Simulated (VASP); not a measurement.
Given:

```
CELL_PARAMETERS angstrom
      0.00000     3.37468     3.21995
      3.20906     0.00000     3.21995
      3.20906     3.37468     0.00000
ATOMIC_POSITIONS crystal
  Rb 0.00000 0.00000 0.00000
  Cl 0.48674 0.51326 0.51326
```

Calculation: PBE GGA, VASP's PBE PAW potentials (set 64) (plane waves; VASP 6.6.1). Numerical set-up: 400 eV cut-off, 12×12×12 Γ-centred mesh, Gaussian smearing of 0.050 eV, potentials Rb_sv Cl.

Gaps are read on the run's mesh, which can miss a band edge.

Task: What does the run give for the energy per atom (σ→0), pressure, band gap (on the k-mesh) with the smallest direct gap where there is one?

Result: 
| Quantity | Value |
|---|---|
| band gap (on the k-mesh) | 5.03 eV |
| smallest direct gap (on the k-mesh) | 5.03 eV |
| energy per atom (σ→0) | -320.1 kJ/mol of atoms |
| pressure | 1.47 GPa |

The compound is RbCl in the rock salt structure. The cell was not relaxed at this level, atoms are displaced from their ideal sites. The run is one of a series of settings (KPOINTS 12×12×12 Γ-centred mesh against the base run), some of them coarse on purpose.
